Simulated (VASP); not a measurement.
NiSb (NiAs type): the lattice constant c from VASP (plane waves, PAW) at several levels of theory. Static lattice. The measured value holds thermal and zero-point effects that the static calculation lacks.

```
level   lattice constant c (Å)  error against measurement
------  ----------------------  -------------------------
LDA                      5.032                     -2.3 %
PBE                      5.158                     +0.2 %
PBEsol                   5.077                     -1.4 %
SCAN                     5.093                     -1.1 %
r2SCAN                   5.121                     -0.5 %
```

Measured: 5.148 Å (as given by Wikipedia, Breithauptite (infobox)).

The cell of the LDA run:

```yaml
crystal:
  lattice:
    - [1.93944, -3.35921, 0.00000]
    - [1.93944, 3.35921, 0.00000]
    - [0.00000, 0.00000, 5.03203]
  atoms:
    - { symbol: Ni, position: [0.00000, 0.00000, 0.50000] }
    - { symbol: Ni, position: [0.00000, 0.00000, 0.00000] }
    - { symbol: Sb, position: [0.33333, 0.66667, 0.25000] }
    - { symbol: Sb, position: [0.66667, 0.33333, 0.75000] }
```

Only levels that ran to the end are used. Left out are those held back, those with too coarse a band path, GW runs whose mesh misses a band edge, hybrids' fits of cells that aren't cubic and levels without matching references; a question may draw on a part of the rest.

The compound is NiSb in the NiAs type structure.
